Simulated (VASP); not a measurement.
VASP runs on Cu3N (space group Pm-3m) share one base input (PBE GGA, plane waves, VASP's PBE PAW potentials (set 64)) and change the settings named in each case.

### POSCAR
```
Cu3N
1
    3.7498600000     0.0000000000     0.0000000000
    0.0000000000     3.7498600000     0.0000000000
    0.0000000000     0.0000000000     3.7498600000
Cu N
3 1
Direct
  0.0000000000   0.0000000000   0.5000000000
  0.5000000000   0.0000000000   0.0000000000
  0.0000000000   0.5000000000   0.0000000000
  0.0000000000   0.0000000000   0.0000000000
```

**INCAR**
```
! general
SYSTEM =Cu3N
PREC   =Accurate
ENCUT  =400   ! plane-wave cut-off (eV)
LREAL  =.FALSE.
LASPH  =.TRUE.   ! aspherical one-centre terms

! electronic loop
EDIFF  =1E-6   ! SCF stop (eV)
NELM   =100
ALGO   =Normal   ! blocked Davidson
LMAXMIX=4

! smearing
ISMEAR =-1
SIGMA  =0.136   ! width (eV)

! functional
GGA    =PE   ! PBE

! ions
ISIF   =2   ! forces and stress, cell fixed

! output
LWAVE  =.FALSE.
LCHARG =.FALSE.
```

**KPOINTS**
```
kpoints
0
Gamma
  6 6 6
0 0 0
```

POTCAR, in this order: Cu N (PBE.64 set). Program: vasp_std.

```
change                                                                 E(σ→0) (eV/atom)  pressure (GPa)  −TS (eV)
---------------------------------------------------------------------  ----------------  --------------  --------
base run                                                                        -4.5726            6.74   -0.0252
GGA removed, POTCAR Cu N (LDA.64 set)                                           -5.5401           -4.48   -0.0248
KPOINTS 3×3×3 Γ-centred mesh                                                    -4.5974            6.14   -0.0010
LDAU = .TRUE., LDAUJ = 0 0, LDAUL = 2 -1, LDAUTYPE = 2, LDAUU = 2.0 0           -4.0847            5.62   -0.0172
```
 Energies of different potentials or functionals have different zeros.  At 400 eV the pressure can carry a Pulay error.

Left out are runs that ran out of time, are held back, or changed the cell or the kind of run, fixed moments of cells without a moment, rows past the twelfth, gaps on odd meshes, pressures of charged cells and columns that move by less than the noise.

The structure comes from a computed database's Cu3N entry; how it stands against other phases isn't given here. The cell was not relaxed at this level, its lattice was scaled by up to 2.5 %.
